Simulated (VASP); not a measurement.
VASP ran on this input.

File POSCAR:
```
CaO
1
    0.0000000000     2.3068910375     2.3068910375
    2.3068910375     0.0000000000     2.3068910375
    2.3068910375     2.3068910375     0.0000000000
Ca O
1 1
Direct
  0.0000000000   0.0000000000   0.0000000000
  0.5000000000   0.5000000000   0.5000000000
```

**KPOINTS**
```
Automatic mesh
0
Gamma
10 10 10
0 0 0
```

**INCAR**
```
# general
SYSTEM =CaO
PREC   =Accurate
ENCUT  =620
LREAL  =.FALSE.
LASPH  =.TRUE.

# electronic loop
EDIFF  =1E-6
NELM   =100
ALGO   =Normal

# smearing
ISMEAR =0
SIGMA  =0.05

# ions
IBRION =2
NSW    =40
ISIF   =3
EDIFFG =-0.02
PSTRESS=200

# output
LWAVE  =.FALSE.
LCHARG =.FALSE.
```

POTCAR, in this order: Ca_sv O (LDA.64 set). Program: vasp_std.

Q: Translate this LDA calculation to Ansatz.

A: One equivalent input (not run):
Ansatz 0.2 input:
```yaml
crystal:
  lattice:
    - [0.0000000, 2.3068910, 2.3068910]
    - [2.3068910, 0.0000000, 2.3068910]
    - [2.3068910, 2.3068910, 0.0000000]
  atoms:
    - { symbol: Ca, position: [0.0000000, 0.0000000, 0.0000000] }
    - { symbol: O, position: [0.5000000, 0.5000000, 0.5000000] }
kpoints:
  mp_grid: { grid: [10, 10, 10] }
hamiltonian:
  xc: lda
  pseudopotentials: { kind: paw }
scf:
  occupations: { method: gaussian, width: 0.05 }
  max_iter: 100
relax:
  max_steps: 40
  f_tol: 0.02
  cell: { p_target: 20 }
output: { forces: true, stress: true, eigenvalues: true }
```
The two are equivalent in intent, not identical: each code has its own PAW files, so the cut-off isn't converted (ENCUT is set for VASP's; basis.ecutwfc is left out, and Ansatz then takes the one that its files recommend); Ansatz stops its SCF on the density residual and VASP on the energy change (EDIFF); Ansatz's lda is the Perdew-Wang form, while the LDA potentials of VASP carry Perdew-Zunger's.

The compound is CaO in the rock salt structure. This run relaxes it under an external pressure of 20 GPa. Symmetry was kept, so distortions that lower it aren't found.
